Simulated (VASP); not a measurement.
These are r2SCAN meta-GGA, VASP's PBE PAW potentials (set 64) (plane waves; VASP) values and carry that method's errors.

VASP input:

**POSCAR**
```
W
1
    2.7584871700    -0.0000000000     0.0000000000
   -1.3792435850     2.3889200143    -0.0000000000
   -0.0000000000     0.0000000000     4.9643663632
W
2
Direct
  0.3333330000   0.6666670000   0.2500000000
  0.6666670000   0.3333330000   0.7500000000
```

KPOINTS_OPT:
```
k-points along high-symmetry lines
6
Line-mode
Reciprocal
  0.000000   0.000000   0.000000 ! GAMMA
  0.500000   0.000000   0.000000 ! M

  0.500000   0.000000   0.000000 ! M
  0.333333   0.333333   0.000000 ! K

  0.333333   0.333333   0.000000 ! K
  0.000000   0.000000   0.000000 ! GAMMA

  0.000000   0.000000   0.000000 ! GAMMA
  0.000000   0.000000   0.500000 ! A

  0.000000   0.000000   0.500000 ! A
  0.500000   0.000000   0.500000 ! L

  0.500000   0.000000   0.500000 ! L
  0.333333   0.333333   0.500000 ! H

  0.333333   0.333333   0.500000 ! H
  0.000000   0.000000   0.500000 ! A

  0.500000   0.000000   0.500000 ! L
  0.500000   0.000000   0.000000 ! M

  0.333333   0.333333   0.500000 ! H
  0.333333   0.333333   0.000000 ! K
```

### KPOINTS
```
K-points
0
Gamma
  17 17 8
```

**INCAR**
```
! general
SYSTEM =W
PREC   =Accurate
ENCUT  =400   ! plane-wave cut-off (eV)
LREAL  =.FALSE.   ! projection in real space or not
LASPH  =.TRUE.

! electronic loop
EDIFF  =1E-7   ! SCF stop (eV)
NELM   =100   ! most electronic steps
ALGO   =Normal
LMAXMIX=6   ! l cut-off of mixed one-centre charges
LMIXTAU=.TRUE.

! smearing
ISMEAR =-5

! functional
METAGGA=R2SCAN

! ions
ISIF   =2   ! forces and stress, cell fixed

! output
LWAVE  =.FALSE.
LCHARG =.FALSE.
LORBIT =11
NEDOS  =601   ! DOS grid
```

POTCAR, in this order: W_sv (PBE.64 set). Program: vasp_std.

Output

OSZICAR:
```
       N       E                     dE             d eps       ncg     rms          rms(c)
DAV:   1     0.178176463739E+03    0.17818E+03   -0.16157E+04  5988   0.159E+03
DAV:   2    -0.101882285450E+03   -0.28006E+03   -0.27640E+03  6472   0.476E+02
DAV:   3    -0.110070154293E+03   -0.81879E+01   -0.79218E+01  7544   0.811E+01
DAV:   4    -0.110183942171E+03   -0.11379E+00   -0.11319E+00  6954   0.882E+00
DAV:   5    -0.110185291867E+03   -0.13497E-02   -0.13422E-02  6956   0.101E+00    0.299E+01
DAV:   6    -0.102594220115E+03    0.75911E+01   -0.41740E+00  6012   0.260E+01    0.759E+00
DAV:   7    -0.999602156872E+02    0.26340E+01   -0.16404E+00  6376   0.844E+00    0.929E-01
DAV:   8    -0.102070649866E+03   -0.21104E+01   -0.96718E-01  6316   0.737E+00    0.177E+00
DAV:   9    -0.101579751685E+03    0.49090E+00   -0.94642E-02  6038   0.315E+00    0.489E-01
DAV:  10    -0.101601161824E+03   -0.21410E-01   -0.11662E-02  6296   0.117E+00    0.293E-01
DAV:  11    -0.101567329622E+03    0.33832E-01   -0.32215E-02  6006   0.192E+00    0.303E-01
DAV:  12    -0.101563844111E+03    0.34855E-02   -0.23517E-03  6410   0.457E-01    0.181E-01
DAV:  13    -0.101564792137E+03   -0.94803E-03   -0.15612E-03  6334   0.449E-01    0.264E-02
DAV:  14    -0.101564718747E+03    0.73390E-04   -0.66387E-05  6602   0.781E-02    0.202E-02
DAV:  15    -0.101564858091E+03   -0.13934E-03   -0.22055E-05  6244   0.468E-02    0.312E-02
DAV:  16    -0.101564739350E+03    0.11874E-03   -0.27983E-05  6006   0.643E-02    0.726E-03
DAV:  17    -0.101564770292E+03   -0.30942E-04   -0.75300E-07  6846   0.881E-03    0.670E-03
DAV:  18    -0.101564766769E+03    0.35227E-05   -0.50286E-07  5584   0.799E-03    0.242E-03
DAV:  19    -0.101564775229E+03   -0.84601E-05   -0.39857E-07  4692   0.721E-03    0.872E-04
DAV:  20    -0.101564771472E+03    0.37577E-05   -0.38518E-08  3074   0.217E-03    0.850E-05
DAV:  21    -0.101564774369E+03   -0.28978E-05   -0.14254E-08  3064   0.988E-04    0.103E-04
DAV:  22    -0.101564773309E+03    0.10601E-05   -0.12846E-09  3050   0.361E-04    0.198E-04
DAV:  23    -0.101564773133E+03    0.17591E-06   -0.46157E-10  3046   0.268E-04    0.552E-05
DAV:  24    -0.101564773135E+03   -0.18663E-08   -0.22081E-10  3034   0.178E-04
   1 F= -.10156477E+03 E0= -.10156477E+03  d E =0.000000E+00
       N       E                     dE             ncg
```

File OUTCAR:
```
------------------------ aborting loop because EDIFF is reached ----------------------------------------
  FORCE on cell =-STRESS in cart. coord.  units (eV):
  Direction    XX          YY          ZZ          XY          YZ          ZX
  --------------------------------------------------------------------------------------
  Total        0.0444524      0.0444524      0.1867355     -0.0000000      0.0000000      0.0000000
  in kB        2.1770570      2.1770571      9.1453656     -0.0000000      0.0000000      0.0000000
  external PRESSURE =       4.4998266 kB  Pullay stress =       0.0000000 kB
  volume of cell :       32.71
      direct lattice vectors                 reciprocal lattice vectors
     2.758487170  0.000000000  0.000000000     0.362517546  0.209299599  0.000000000
    -1.379243585  2.388920014  0.000000000     0.000000000  0.418599197  0.000000000
     0.000000000  0.000000000  4.964366363     0.000000000  0.000000000  0.201435576
 POSITION                                       TOTAL-FORCE (eV/Angst)
 -----------------------------------------------------------------------------------
     -0.00000      1.59261      1.24109        -0.000000      0.000000      0.000000
      1.37924      0.79631      3.72327         0.000000     -0.000000      0.000000
 -----------------------------------------------------------------------------------
    total drift:                                0.000172     -0.000100      0.000259
  FREE ENERGIE OF THE ION-ELECTRON SYSTEM (eV)
  ---------------------------------------------------
  free  energy   TOTEN  =      -101.5647731351 eV

  energy  without entropy=     -101.5647731351  energy(sigma->0) =     -101.56477314

 total charge

# of ion       s       p       d       tot
------------------------------------------
    1        2.402   6.330   3.300  12.032
    2        2.402   6.330   3.300  12.032
--------------------------------------------------
tot          4.805  12.660   6.600  24.064
```
(Selected blocks of OUTCAR.)

For a metal the tetrahedron method with Blöchl corrections gives inexact stress and forces.

The structure was generated: W was put into the hcp type (P6_3/mmc), which need not be its known phase. It was relaxed first.
